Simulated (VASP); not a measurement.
Computed with revPBE GGA, VASP's PBE PAW potentials (set 64) (plane waves; VASP 6.6.1).

VASP ran on this input.

INCAR:
```
SYSTEM = MgH2
PREC = Accurate
ENCUT = 520
EDIFF = 1E-7
NELM = 100
ALGO = Normal
LREAL = .FALSE.
LASPH = .TRUE.
ISMEAR = 0
SIGMA = 0.05
GGA = RE
LWAVE = .FALSE.
LCHARG = .FALSE.
LORBIT = 11
ICHARG = 11
```

KPOINTS:
```
k-points along high-symmetry lines
10
Line-mode
Reciprocal
  0.000000   0.000000   0.000000 ! GAMMA
  0.000000   0.500000   0.000000 ! X

  0.000000   0.500000   0.000000 ! X
  0.500000   0.500000   0.000000 ! M

  0.500000   0.500000   0.000000 ! M
  0.000000   0.000000   0.000000 ! GAMMA

  0.000000   0.000000   0.000000 ! GAMMA
  0.000000   0.000000   0.500000 ! Z

  0.000000   0.000000   0.500000 ! Z
  0.000000   0.500000   0.500000 ! R

  0.000000   0.500000   0.500000 ! R
  0.500000   0.500000   0.500000 ! A

  0.500000   0.500000   0.500000 ! A
  0.000000   0.000000   0.500000 ! Z

  0.000000   0.500000   0.000000 ! X
  0.000000   0.500000   0.500000 ! R

  0.500000   0.500000   0.000000 ! M
  0.500000   0.500000   0.500000 ! A
```

### POSCAR
```
MgH2
1
    4.5375934899     0.0000000000     0.0000000000
    0.0000000000     4.5375934899     0.0000000000
    0.0000000000     0.0000000000     3.0289272121
Mg H
2 4
Direct
  1.0000000000   0.0000000000   0.0000000000
  0.5000000000   0.5000000000   0.5000000000
  0.3042285126   0.3042285126   1.0000000000
  0.8042285126   0.1957714874   0.5000000000
  0.1957714874   0.8042285126   0.5000000000
  0.6957714874   0.6957714874   0.0000000000
```

POTCAR, in this order: Mg H (PBE.64 set). Program: vasp_std. Read from the step before: CHGCAR.

The resulting files:

File OSZICAR:
```
       N       E                     dE             d eps       ncg     rms          rms(c)
DAV:   1     0.138458735126E+01    0.13846E+01   -0.31082E+03  1448   0.751E+02
DAV:   2    -0.167629667493E+02   -0.18148E+02   -0.16992E+02  2008   0.751E+01
DAV:   3    -0.172944590703E+02   -0.53149E+00   -0.53149E+00  1992   0.186E+01
DAV:   4    -0.172954387045E+02   -0.97963E-03   -0.97963E-03  1840   0.761E-01
DAV:   5    -0.172954455904E+02   -0.68859E-05   -0.68859E-05  2000   0.528E-02
DAV:   6    -0.172954456985E+02   -0.10813E-06   -0.10813E-06  1864   0.530E-03
DAV:   7    -0.172954457004E+02   -0.18795E-08   -0.18795E-08  1904   0.637E-04
   1 F= -.17295446E+02 E0= -.17295446E+02  d E =-.172661E-14
```

File OUTCAR:
```
 val. band max:       -0.6227019890   @ k =   0.1667   0.1667   0.0000

 cond. band min:       3.2007576336   @ k =   0.3889   0.3889   0.5000



 k-point     1 :       0.0000    0.0000    0.0000
  band No.  band energies     occupation
      1      -6.9049      2.00000
      2      -2.0355      2.00000
      3      -2.0355      2.00000
      4      -1.0326      2.00000
      5       4.2655      0.00000
      6       4.4305      0.00000
      7       8.5657      0.00000
      8       8.5657      0.00000

 k-point     2 :       0.0000    0.0556    0.0000
  band No.  band energies     occupation
      1      -6.8848      2.00000
      2      -2.1726      2.00000
      3      -2.0220      2.00000
      4      -0.9570      2.00000
      5       4.3091      0.00000
      6       4.4517      0.00000
      7       8.3536      0.00000
      8       8.6220      0.00000

 k-point     3 :       0.0000    0.1111    0.0000
  band No.  band energies     occupation
      1      -6.8245      2.00000
      2      -2.4925      2.00000
      3      -1.9816      2.00000
      4      -0.8169      2.00000
      5       4.2978      0.00000
      6       4.6618      0.00000
      7       7.8960      0.00000
      8       8.7808      0.00000

 k-point     4 :       0.0000    0.1667    0.0000
  band No.  band energies     occupation
      1      -6.7243      2.00000
      2      -2.8901      2.00000
      3      -1.9153      2.00000
      4      -0.7050      2.00000
      5       4.2397      0.00000
      6       5.0619      0.00000
      7       7.3748      0.00000
      8       9.0177      0.00000

 k-point     5 :       0.0000    0.2222    0.0000
  band No.  band energies     occupation
      1      -6.5844      2.00000
      2      -3.3173      2.00000
      3      -1.8244      2.00000
      4      -0.6512      2.00000
      5       4.1952      0.00000
      6       5.5975      0.00000
      7       6.8548      0.00000
      8       9.3065      0.00000
...
```

The density is held fixed in this step, so its total energy and stress have no physical meaning.

The compound is MgH2 in the rutile structure. It was relaxed first.
